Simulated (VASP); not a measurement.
WF3:

```xyz
4
Lattice="3.6264 0.0000 0.0000 0.0000 3.6264 0.0000 0.0000 0.0000 3.6264" Properties=species:S:1:pos:R:3 pbc="T T T"
W     0.0000    0.0000    0.0000
F     0.0000    0.0000    1.8132
F     0.0000    1.8132    0.0000
F     1.8132    0.0000    0.0000
```

The cell was built by a generator and needn't be a form met in nature.

- Program: VASP 6.6.1
- Task: relaxation of cell and atoms
- Functional: PBE
- Potentials or basis: VASP PAW PBE potentials, release 64 (W_sv, F)
- Cutoff: 600 eV
- k mesh: 8 × 8 × 8
- Occupations: gaussian, width 0.03 eV
- Spin: no spin polarisation

At the start: pressure 93.7 GPa; volume 11.92 Å³/atom.

**Question.** Where does the relaxation end?

**Answer.** Over 5 steps the energy falls by 1067.5 meV/atom and the volume is 16.91 Å³/atom (+41.8 %); space group Pm-3m (No. 221, to 0.05 Å).

The path:
```tsv
step	energy change (eV)	largest force (eV/Å)	pressure (GPa)	volume (Å³)
1	0.0000	0.0000	93.71	47.69
2	2.1958	0.0000	-36.01	113.83
3	-4.1887	0.0000	-6.44	71.53
4	-4.2592	0.0000	-2.46	69.02
5	-4.2698	0.0000	0.04	67.64
```

Final structure:
```xyz
4
Lattice="4.0745 0.0000 0.0000 0.0000 4.0745 0.0000 0.0000 0.0000 4.0745" Properties=species:S:1:pos:R:3 pbc="T T T"
W     0.0000    0.0000    0.0000
F     0.0000    0.0000    2.0373
F     0.0000    2.0373    0.0000
F     2.0373    0.0000    0.0000
```

Caveat: the volume moved by over 15 % at a fixed basis, so the end points are rough; an odd number of electrons without spin polarisation forces a metal; a magnetic or distorted state may lie lower.
